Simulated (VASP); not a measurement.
Given:

```xyz
2
Lattice="0.0000 2.6867 2.6867 2.6867 0.0000 2.6867 2.6867 2.6867 0.0000" Properties=species:S:1:pos:R:3 pbc="T T T"
Cu     0.0000     0.0000     0.0000
Cl     1.3434     1.3434     1.3434
```

The numbers are results of rev-vdW-DF2, VASP's PBE PAW potentials (set 64) (plane waves; VASP), not measurements. Settings: 520 eV cut-off, 10×10×10 Γ-centred mesh, tetrahedra with Blöchl corrections, potentials Cu Cl.

Problem. Predict the energy per atom (σ→0), band gap (on the k-mesh) with the smallest direct gap where there is one.

Solution. 
```json
{
  "band gap (on the k-mesh)": "0.54 eV",
  "smallest direct gap (on the k-mesh)": "0.54 eV",
  "energy per atom (σ→0)": "-1.184 eV/atom"
}
```

Only differences to runs with the same potentials and settings are physical.

The compound is CuCl in the zinc blende structure. It was relaxed first.
